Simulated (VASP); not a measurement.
The input files of a VASP run:

File KPOINTS:
```
kpoints
0
Gamma
7 7 7
0 0 0
```

**INCAR**
```
! general
SYSTEM  = AgI
PREC    = Accurate
ENCUT   = 520   ! plane-wave cut-off (eV)
LREAL   = F
LASPH   = T   ! aspherical one-centre terms

! electronic loop
EDIFF   = 1E-7   ! SCF stop (eV)
NELM    = 100   ! most electronic steps
ALGO    = Normal
LMAXMIX = 4   ! l cut-off of mixed one-centre charges

! smearing
ISMEAR  = 0   ! Gaussian
SIGMA   = 0.05

! functional
GGA     = PE
IVDW    = 13   ! D4

! ions
ISIF    = 2   ! forces and stress, cell fixed

! output
LWAVE   = F
LCHARG  = F
```

### POSCAR
```
AgI
1
    0.0000000000     3.1776403478     3.1776403478
    3.1776403478     0.0000000000     3.1776403478
    3.1776403478     3.1776403478     0.0000000000
Ag I
1 1
Direct
  0.0000000000   0.0000000000   0.0000000000
  0.2500000000   0.2500000000   0.2500000000
```

POTCAR, in this order: Ag I (PBE.64 set). Program: vasp_std.

Translate this PBE-D4 calculation to Ansatz.

One equivalent input (not run):
Ansatz 0.2 input:
```yaml
crystal:
  lattice:
    - [0.0000000, 3.1776403, 3.1776403]
    - [3.1776403, 0.0000000, 3.1776403]
    - [3.1776403, 3.1776403, 0.0000000]
  atoms:
    - { symbol: Ag, position: [0.0000000, 0.0000000, 0.0000000] }
    - { symbol: I, position: [0.2500000, 0.2500000, 0.2500000] }
kpoints:
  mp_grid: { grid: [7, 7, 7] }
hamiltonian:
  xc: pbe
  dispersion: d4
  pseudopotentials: { kind: paw }
scf:
  occupations: { method: gaussian, width: 0.05 }
  max_iter: 100
output: { forces: true, stress: true, eigenvalues: true }
```
Limits of the translation: each code has its own PAW files, so the cut-off isn't converted (ENCUT is set for VASP's; basis.ecutwfc is left out, and Ansatz then takes the one that its files recommend); Ansatz stops its SCF on the density residual and VASP on the energy change (EDIFF).

The compound is AgI in the zinc blende structure, whereas wurtzite is the usual form. This cell is one point of a volume scan, at 0.94 of the reference volume.
